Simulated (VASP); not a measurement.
Here is the system:

```xyz
2
Lattice="0.0000 3.0019 3.0019 3.0019 0.0000 3.0019 3.0019 3.0019 0.0000" Properties=species:S:1:pos:R:3 pbc="T T T"
Pb     0.0000     0.0000     0.0000
S      3.0019     3.0019     3.0019
```

Calculation: PBE GGA, VASP's PBE PAW potentials (set 64) (plane waves; VASP). Settings: 400 eV cut-off, Gaussian smearing of 0.050 eV, potentials Pb_d S.

Unless said otherwise, spin-orbit coupling is left out, though it shifts the bands of the heavy elements here.

**Question.** Give the energies of bands 7 to 13 at the high-symmetry points, in eV from the valence-band maximum.

**Answer.** 
```tsv
band	Γ	X	U	L	W
7	-6.07	-7.12	-7.81	-8.61	-7.78
8	-1.96	-4.85	-4.45	-1.59	-4.11
9	-1.96	-3.17	-2.69	-1.59	-4.11
10	-1.96	-3.17	-2.30	0.00	-0.92
11	5.14	4.06	3.36	0.49	2.25
12	5.14	5.49	4.12	2.08	4.69
13	5.14	5.58	5.02	2.08	4.69
```

The gap is direct, 0.49 eV, from the valence maximum at L to the conduction minimum at L.

The structure comes from a measured PbS entry (Fm-3m) of the Crystallography Open Database, whose conditions weren't checked. It was relaxed first.
